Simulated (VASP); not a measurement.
Set up this calculation in VASP 6.6.1, as the native input.

* Task: relaxation of cell and atoms
* Functional: PBE
* Potentials or basis: VASP PAW PBE potentials, release 64 (Be, Cd, S)
* Cutoff: 520 eV
* k mesh: 4 × 4 × 2
* Occupations: gaussian, width 0.15 eV
* Spin: no spin polarisation
* Further INCAR settings: PREC = Normal; ALGO = Fast; EDIFF = 0.0001; IBRION = 2; EDIFFG = -0.08; NSW = 24; ISIF = 3

The structure of BeCd2S3 lies in POSCAR:

```
BeCd2S3
1.0
    4.0417914800      0.0000000000      0.0000000000
    0.0000000000      4.0417914800      0.0000000000
    0.0000000000      0.0000000000      7.9795917900
Be Cd S
1 2 3
Direct
    0.5000000000      0.5000000000      0.5000000000
    0.0000000000      0.0000000000      0.1487863200
    0.0000000000      0.0000000000      0.8512136800
    0.5000000000      0.0000000000      0.0000000000
    0.0000000000      0.5000000000      0.0000000000
    0.0000000000      0.0000000000      0.5000000000
```

The cell was built by a generator and needn't be a form met in nature.

The input as run:

INCAR

```
ALGO     = Fast           # electronic algorithm
EDIFF    = 1E-4           # SCF threshold, eV
EDIFFG   = -0.08          # ionic threshold
ENCUT    = 520            # plane-wave cutoff, eV
GGA      = PE             # functional
IBRION   = 2              # ionic algorithm
ISIF     = 3              # what is computed and relaxed
ISMEAR   = 0              # smearing method
LASPH    = T              # aspherical terms in the spheres
LCHARG   = F              # write CHGCAR
LREAL    = F              # projectors in reciprocal space
LWAVE    = F              # write WAVECAR
NELM     = 60             # most SCF steps
NSW      = 24             # ionic steps
PREC     = Normal         # precision mode
SIGMA    = 0.15           # smearing width, eV
```

KPOINTS

```
k-points
0
Gamma
  4 4 2
```

Potentials or basis: VASP PAW PBE potentials, release 64 (Be, Cd, S).

Command:

```sh
$ cat potpaw_PBE.64/Be/POTCAR potpaw_PBE.64/Cd/POTCAR potpaw_PBE.64/S/POTCAR > POTCAR
$ mpirun -np 1 vasp_std > vasp.out
```

It gave:

| Property | Result |
| --- | --- |
| Relaxed volume | 24.99 Å³/atom |
| Relaxed cell | a = 4.254 Å, b = 4.254 Å, c = 8.285 Å, α = 90.00°, β = 90.00°, γ = 90.00° |
| Space group after relaxing (to 0.05 Å) | P4/mmm (No. 123) |
| Energy gained by relaxing | 677.5 meV/atom |
| Ionic steps | 12 |
| Pressure after relaxing | -0.3 GPa |
| Largest force after relaxing | 0.013 eV/Å |
| Band gap on the k mesh | none (metal or under the smearing width) |

Caveat: the k mesh is coarse (spacing up to 0.39 Å⁻¹), so the values aren't converged; the volume moved by over 15 % at a fixed basis, so the end points are rough; the relaxation stopped at a loose force limit of 0.08 eV/Å, so its end isn't a converged minimum.

Run time: 110 s on 1 thread of Intel(R) Xeon(R) Platinum 8488C (Sapphire Rapids) (shared host), peak memory 0.19 GiB.
